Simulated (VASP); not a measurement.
The input files of a VASP run:

File POSCAR:
```
KBr
1
    0.0000000000     3.3016500000     3.3016500000
    3.3016500000     0.0000000000     3.3016500000
    3.3016500000     3.3016500000     0.0000000000
K Br
1 1
Direct
  0.0000000000   0.0000000000   0.0000000000
  0.5000000000   0.5000000000   0.5000000000
```

**KPOINTS**
```
Automatic mesh
0
Gamma
7 7 7
0 0 0
```

### INCAR
```
SYSTEM = KBr
PREC = Accurate; ENCUT = 300; LREAL = .FALSE.
LASPH = .TRUE.
EDIFF = 1E-6; NELM = 100; ALGO = Normal
LMAXMIX = 4
ISMEAR = -1; SIGMA = 0.05
GGA = PS
ISIF = 2
LWAVE = .FALSE.; LCHARG = .FALSE.
```

POTCAR, in this order: K_sv Br (PBE.64 set). Program: vasp_std.

Task: Write an equivalent input for Quantum ESPRESSO's pw.x.

Result: One equivalent input (not run):
```
&CONTROL
  calculation = 'scf'
  pseudo_dir = './pseudo'
  outdir = './out'
  tprnfor = .true.
  tstress = .true.
/
&SYSTEM
  ibrav = 0
  nat = 2
  ntyp = 2
  ecutwfc = 74
  occupations = 'smearing'
  smearing = 'fermi-dirac'
  degauss = 0.003675
  input_dft = 'pbesol'
/
&ELECTRONS
  conv_thr = 7.3e-08
  electron_maxstep = 100
/
ATOMIC_SPECIES
  K 39.098 K.upf
  Br 79.904 Br.upf
CELL_PARAMETERS angstrom
     0.0000000    3.3016500    3.3016500
     3.3016500    0.0000000    3.3016500
     3.3016500    3.3016500    0.0000000
ATOMIC_POSITIONS crystal
  K    0.0000000  0.0000000  0.0000000
  Br   0.5000000  0.5000000  0.5000000
K_POINTS automatic
  7 7 7 0 0 0
```
What does not carry over: the potentials are each code's own (VASP's PAW set, PseudoDojo norm-conserving files in pw.x), so ENCUT and ecutwfc are chosen apart and not converted; conv_thr bounds pw.x's estimated SCF error, while EDIFF bounds the energy change between steps.

The structure is a typed KBr crystal (Fm-3m). The cell was not relaxed at this level. The run is one of a series of settings (GGA = PS against the base run), some of them coarse on purpose.
